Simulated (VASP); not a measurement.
VASP ran on this input.

### POSCAR
```
RuAl
1
    2.9547389915     0.0000000000     0.0000000000
    0.0000000000     2.9547389915     0.0000000000
    0.0000000000     0.0000000000     2.9547389915
Al Ru
1 1
Direct
  0.5000000000   0.5000000000   0.5000000000
  0.0000000000   0.0000000000   0.0000000000
```

**KPOINTS**
```
Automatic mesh
0
Gamma
12 12 12
0 0 0
```

INCAR:
```
SYSTEM  =  RuAl
PREC  =  Accurate; ENCUT  =  500; LREAL  =  .FALSE.
LASPH  =  .TRUE.
EDIFF  =  1E-6; NELM  =  100; ALGO  =  Normal
LMAXMIX  =  4
ISMEAR  =  1; SIGMA  =  0.1
GGA  =  PS
IBRION  =  2; NSW  =  40; ISIF  =  3
EDIFFG  =  -0.02; PSTRESS  =  100
LWAVE  =  .FALSE.; LCHARG  =  .FALSE.
```

POTCAR, in this order: Al Ru_pv (PBE.64 set). Program: vasp_std.

Task: Translate this PBEsol calculation to Quantum ESPRESSO's pw.x.

Result: One equivalent input (not run):
```
&CONTROL
  calculation = 'vc-relax'
  pseudo_dir = './pseudo'
  outdir = './out'
  tprnfor = .true.
  tstress = .true.
  nstep = 40
  forc_conv_thr = 0.00078
/
&SYSTEM
  ibrav = 0
  nat = 2
  ntyp = 2
  ecutwfc = 84
  occupations = 'smearing'
  smearing = 'methfessel-paxton'
  degauss = 0.00735
  input_dft = 'pbesol'
/
&ELECTRONS
  conv_thr = 7.3e-08
  electron_maxstep = 100
/
&IONS
/
&CELL
  press = 100
/
ATOMIC_SPECIES
  Al 26.982 Al.upf
  Ru 101.070 Ru.upf
CELL_PARAMETERS angstrom
     2.9547390    0.0000000    0.0000000
     0.0000000    2.9547390    0.0000000
     0.0000000    0.0000000    2.9547390
ATOMIC_POSITIONS crystal
  Al   0.5000000  0.5000000  0.5000000
  Ru   0.0000000  0.0000000  0.0000000
K_POINTS automatic
  12 12 12 0 0 0
```
The two are equivalent in intent, not identical: the potentials are each code's own (VASP's PAW set, PseudoDojo norm-conserving files in pw.x), so ENCUT and ecutwfc are chosen apart and not converted; conv_thr bounds pw.x's estimated SCF error, while EDIFF bounds the energy change between steps; forc_conv_thr acts on force components and is met together with etot_conv_thr.

The compound is RuAl in the CsCl type structure. This run relaxes it under an external pressure of 10 GPa. Symmetry was kept, so distortions that lower it aren't found.
